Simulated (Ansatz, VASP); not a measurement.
This is a calculation of Ag3F for VASP 6.6.1. The cell comes from a database or a generator and needn't be the stable form of this composition.

INCAR

```
SYSTEM = Ag3F
PREC = Accurate
ENCUT = 600
EDIFF = 1E-7
ISMEAR = -1
SIGMA = 0.05
LREAL = .FALSE.
LASPH = .TRUE.
NELM = 100
ALGO = Normal
ISIF = 3
LWAVE = .FALSE.
LCHARG = .FALSE.
GGA = B5
ALDAX = 1.0
AGGAX = 1.0
AGGAC = 1.0
ALDAC = 0.0
IVDW = 13
VDW_S6 = 1.0
VDW_S8 = 2.34076671
VDW_A1 = 0.44488865
VDW_A2 = 4.0933009
IBRION = 2
NSW = 60
EDIFFG = -0.02
```

KPOINTS

```
Automatic mesh
0
G
  5 5 5
  0 0 0
```

Contents of POSCAR:

```
Ag3F
1.0
    0.0000000000      3.2160900000      3.2160900000
    3.2160900000      0.0000000000      3.2160900000
    3.2160900000      3.2160900000      0.0000000000
Ag F
3 1
Direct
    0.2500000000      0.2500000000      0.2500000000
    0.7500000000      0.7500000000      0.7500000000
    0.5000000000      0.5000000000      0.5000000000
    0.0000000000      0.0000000000      0.0000000000
```

Potentials or basis: VASP PAW PBE potentials, release 64 (Ag, F).

The run is started by

```console
$ cat potpaw_PBE.64/Ag/POTCAR potpaw_PBE.64/F/POTCAR > POTCAR
$ mpirun -np 1 vasp_std > vasp.out
```

Problem. What does the same run look like in Ansatz 0.2.0? Potentials or basis there: Ansatz PAW, cutoff 420 eV.

Solution. As run (cutoffs and basis follow the program's own potentials, and thresholds, step limits or extra output files can differ):

Contents of input.yaml:

```yaml
crystal:
  lattice:
    - [0.0, 3.21609, 3.21609]
    - [3.21609, 0.0, 3.21609]
    - [3.21609, 3.21609, 0.0]
  atoms:
    - { symbol: Ag, position: [0.25, 0.25, 0.25] }
    - { symbol: Ag, position: [0.75, 0.75, 0.75] }
    - { symbol: Ag, position: [0.5, 0.5, 0.5] }
    - { symbol: F, position: [0.0, 0.0, 0.0] }
hamiltonian:
  xc: blyp
  pseudopotentials: { kind: paw }
  dispersion: d4
kpoints:
  mp_grid: { grid: [5, 5, 5] }
scf:
  occupations: { method: fermi_dirac, width: 0.05 }
output:
  forces: true
  stress: true
  eigenvalues: true
relax:
  f_tol: 0.01
  max_steps: 40
  cell: { stress_tol: 0.05 }
```

Potentials or basis: Ansatz PAW.

Launch:

```sh
$ ansatz run input.yaml --threads 2 --pin off --max-ram 5632MiB --backend cpu --events-out ev --progress --plain --runs-dir out
```

Both were run:

|  | VASP | Ansatz |
| --- | --- | --- |
| Relaxed volume | 16.23 Å³/atom | 16.23 Å³/atom |
| Relaxed cell | a = 4.511 Å, b = 4.511 Å, c = 4.511 Å, α = 60.00°, β = 60.00°, γ = 60.00° | a = 4.511 Å, b = 4.511 Å, c = 4.511 Å, α = 60.00°, β = 60.00°, γ = 60.00° |
| Space group after relaxing | Fm-3m (No. 225) | Fm-3m (No. 225) |
| Pressure after relaxing | 0.0 GPa | 0.0 GPa |

Ansatz's pressure holds a Pulay term of +0.26 GPa for its cutoff of 420 eV, which the other run lacks.

The potentials hold 40 and 64 valence electrons a cell.

VASP's potentials were made for PBE. Ansatz's potentials were made for PBE.

Where Ansatz's input types no cutoff or centring, it takes its own default and a Γ-centred mesh.

Pressure is positive in compression.
